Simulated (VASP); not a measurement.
Consider the following.

```yaml
crystal:
  lattice:
    - [0.00000, 3.30178, 3.30178]
    - [3.30178, 0.00000, 3.30178]
    - [3.30178, 3.30178, 0.00000]
  atoms:
    - { symbol: Mg, position: [0.25000, 0.25000, 0.25000] }
    - { symbol: Mg, position: [0.75000, 0.75000, 0.75000] }
    - { symbol: Sn, position: [0.00000, 0.00000, 0.00000] }
```

Calculation: PBEsol GGA, VASP's PBE PAW potentials (set 64) (plane waves; VASP). Run with 520 eV cut-off, 9×9×9 Γ-centred mesh, first-order Methfessel-Paxton smearing of 0.10 eV, potentials Mg Sn_d.

Unless said otherwise, spin-orbit coupling is left out, though it shifts the bands of the heavy elements here.

Task: What does the run give for the energy per atom (σ→0), pressure, band gap (on the k-mesh) with the smallest direct gap where there is one?

Result: 
```json
{
 "band gap (on the k-mesh)": "none (metal, semimetal or under 0.01 eV)",
 "energy per atom (σ→0)": "-2.763 eV/atom",
 "pressure": "3.11 GPa"
}
```

The absolute energy has meaning only against runs of the same code, potentials and settings.

The compound is Mg2Sn in the antifluorite structure. This cell is one point of a volume scan, at 0.94 of the reference volume.
